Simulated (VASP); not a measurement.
```yaml
crystal:
  lattice:
    - [0.00000, 2.39784, 2.39784]
    - [2.39784, 0.00000, 2.39784]
    - [2.39784, 2.39784, 0.00000]
  atoms:
    - { symbol: Y, position: [0.00000, 0.00000, 0.00000] }
    - { symbol: N, position: [0.50000, 0.50000, 0.50000] }
```

Level of theory: optB88-vdW, VASP's PBE PAW potentials (set 64) (plane waves; VASP). Numerical set-up: 520 eV cut-off, 9×9×9 Γ-centred mesh, Gaussian smearing of 0.050 eV, potentials Y_sv N.

Task: Give the stress tensor in GPa (positive for a compressed cell).

Result: 
```
11.60   0.00   0.00
 0.00  11.60   0.00
 0.00   0.00  11.60
```
The pressure is its mean diagonal, 11.60 GPa.

The compound is YN in the rock salt structure. This cell is one point of a volume scan, at 0.94 of the reference volume.
